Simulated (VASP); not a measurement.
Set up this calculation in VASP 6.6.1, as the native input.

```
Task                    : density of states
Functional              : PBE
Potentials or basis     : VASP PAW PBE potentials, release 64 (Mg, Cd, Te)
Cutoff                  : 520 eV
k mesh                  : 6 × 6 × 2
Occupations             : gaussian, width 0.03 eV
Spin                    : no spin polarisation
k mesh for the DOS      : 9 × 9 × 3
Occupations for the DOS : tetrahedron
Further INCAR settings  : ALGO = Fast; EDIFF = 1e-07
```

MgCd2Te3:

```xyz
6
Lattice="4.6612 0.0000 0.0000 -2.3306 4.0367 0.0000 0.0000 0.0000 11.3861" Properties=species:S:1:pos:R:3 pbc="T T T"
Mg    0.0000    0.0000    2.8659
Cd    2.3306    1.3456   10.4528
Cd    0.0000    2.6912    6.6138
Te    0.0000    0.0000    0.0457
Te    0.0000    2.6912    3.7431
Te    2.3306    1.3456    7.5895
```

The cell was built by a generator and needn't be a form met in nature.

The input as run:

POSCAR

```
MgCd2Te3                                
1.0
    4.6612095193      0.0000000000      0.0000000000
   -2.3306047646      4.0367258634      0.0000000000
    0.0000000000      0.0000000000     11.3860896187
  Mg              Cd              Te            
     1     2     3
Direct
     0.0000000000000000    0.0000000000000000    0.2517028551947220
     0.6666666699999979    0.3333333300000021    0.9180348329863079
     0.3333333300000021    0.6666666699999979    0.5808685361363572
     0.0000000000000000    0.0000000000000000    0.0040093395970473
     0.3333333300000021    0.6666666699999979    0.3287411393670681
     0.6666666699999979    0.3333333300000021    0.6665553567185043
```

INCAR.step1

```
SYSTEM = MgCd2Te3
PREC     = Accurate       ! precision mode
ENCUT    = 520            ! plane-wave cutoff, eV
EDIFF    = 1E-7           ! SCF threshold, eV
ISMEAR   = 0              ! smearing method
SIGMA    = 0.03           ! smearing width, eV
LREAL    = .FALSE.        ! projectors in reciprocal space
LASPH    = .TRUE.         ! aspherical terms in the spheres
NELM     = 80             ! most SCF steps
ALGO     = Fast           ! electronic algorithm
ISIF     = 2              ! what is computed and relaxed
LWAVE    = .FALSE.        ! write WAVECAR
LCHARG   = .TRUE.         ! write CHGCAR
GGA      = PE             ! functional
KPAR     = 4
```

KPOINTS.step1

```
regular mesh
0
G
  6 6 2
  0 0 0
```

INCAR.step2

```
SYSTEM = MgCd2Te3
PREC     = Accurate       ! precision mode
ENCUT    = 520            ! plane-wave cutoff, eV
EDIFF    = 1E-7           ! SCF threshold, eV
ISMEAR   = -5             ! smearing method
SIGMA    = 0.03           ! smearing width, eV
LREAL    = .FALSE.        ! projectors in reciprocal space
LASPH    = .TRUE.         ! aspherical terms in the spheres
NELM     = 80             ! most SCF steps
ALGO     = Fast           ! electronic algorithm
ISIF     = 2              ! what is computed and relaxed
LWAVE    = .FALSE.        ! write WAVECAR
LCHARG   = .FALSE.        ! write CHGCAR
GGA      = PE             ! functional
LORBIT   = 11             ! projections on sites
KPAR     = 4            
NEDOS    = 2001           ! points of the DOS
ICHARG   = 11             ! starting density
```

KPOINTS.step2

```
regular mesh
0
G
  9 9 3
  0 0 0
```

Potentials or basis: VASP PAW PBE potentials, release 64 (Mg, Cd, Te).

Launch:

```bash
$ cat potpaw_PBE.64/Mg/POTCAR potpaw_PBE.64/Cd/POTCAR potpaw_PBE.64/Te/POTCAR > POTCAR
$ cp INCAR.step1 INCAR
$ cp KPOINTS.step1 KPOINTS
$ mpirun -np 4 vasp_std > vasp.out
$ cp INCAR.step2 INCAR
$ cp KPOINTS.step2 KPOINTS
$ mpirun -np 4 vasp_std > vasp.out
```

It gave:

The valence electrons inside the program's atomic spheres are Mg 0.32; Cd 10.28; Te 3.42, 3.46, 3.40.

It took 73 s on 4 MPI ranks on Intel(R) Xeon(R) Platinum 8259CL CPU @ 2.50GHz (Skylake/Cascade Lake), with other jobs on the host, peak memory 0.41 GiB a rank.
